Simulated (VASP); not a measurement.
Here is the system:

```yaml
crystal:
  lattice:
    - [0.00000, 2.77337, 2.77337]
    - [2.77337, 0.00000, 2.77337]
    - [2.77337, 2.77337, 0.00000]
  atoms:
    - { symbol: Li, position: [0.25000, 0.25000, 0.25000] }
    - { symbol: Li, position: [0.75000, 0.75000, 0.75000] }
    - { symbol: S, position: [0.00000, 0.00000, 0.00000] }
```

These are r2SCAN+rVV10, VASP's PBE PAW potentials (set 64) (plane waves; VASP) values and carry that method's errors. Numerical set-up: 520 eV cut-off, 7×7×7 Γ-centred mesh, Gaussian smearing of 0.050 eV, potentials Li_sv S.

Problem. Give the stress tensor in GPa (positive for a compressed cell).

Solution. 
```
3.07  0.00  0.00
0.00  3.07  0.00
0.00  0.00  3.07
```
The pressure is its mean diagonal, 3.07 GPa.

The compound is Li2S in the antifluorite structure. This cell is one point of a volume scan, at 0.94 of the reference volume.
